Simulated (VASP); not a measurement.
Input:

```
CELL_PARAMETERS angstrom
      0.00000     3.40368     3.40368
      3.40368     0.00000     3.40368
      3.40368     3.40368     0.00000
ATOMIC_POSITIONS crystal
  La 0.00000 0.00000 0.00000
  As 0.25000 0.25000 0.25000
```

Method: PBE GGA, VASP's PBE PAW potentials (set 64) (plane waves; VASP). Run with 400 eV cut-off, Gaussian smearing of 0.050 eV, potentials La As.

### Question
Give the energies of bands 6 to 11 at the high-symmetry points, in eV from the valence-band maximum.

### Answer

```json
[
 {"band": "6", "Γ": "-1.15", "X": "-1.85", "U": "-1.47", "L": "-1.17", "W": "-1.12"},
 {"band": "7", "Γ": "-1.15", "X": "-0.02", "U": "-0.40", "L": "-0.78", "W": "-0.97"},
 {"band": "8", "Γ": "-1.15", "X": "-0.02", "U": "-0.26", "L": "-0.78", "W": "0.00"},
 {"band": "9", "Γ": "1.56", "X": "1.52", "U": "1.47", "L": "2.31", "W": "1.44"},
 {"band": "10", "Γ": "2.61", "X": "2.44", "U": "2.50", "L": "2.48", "W": "2.44"},
 {"band": "11", "Γ": "2.61", "X": "2.56", "U": "2.50", "L": "2.50", "W": "2.54"}
]
```

The gap is direct, 1.44 eV, from the valence maximum at W to the conduction minimum at W.

The structure was generated: LaAs was put into the zinc blende type (F-43m), which need not be its known phase. It was relaxed first, which changed the volume by -26 %.
